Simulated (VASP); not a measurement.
Consider the following.

```
Si
1.0
    0.00000     2.65996     2.65996
    2.65996     0.00000     2.65996
    2.65996     2.65996     0.00000
Si
2
Direct
  0.00000   0.00000   0.00000
  0.25000   0.25000   0.25000
```

Calculation: LDA (Ceperley-Alder, Perdew-Zunger), VASP's LDA PAW potentials (set 64) (plane waves; VASP 6.6.1). Run with 500 eV cut-off, 9×9×9 Γ-centred mesh, Gaussian smearing of 0.050 eV, potentials Si.

**Question.** What does the run give for the energy per atom (σ→0), pressure?

**Answer.** 
energy per atom (σ→0): -5.946 eV/atom
pressure: 4.95 GPa

Total energies compare only between runs with the same potentials, cut-off and functional.

The compound is Si in the diamond structure. It was relaxed first under an external pressure of 5 GPa.
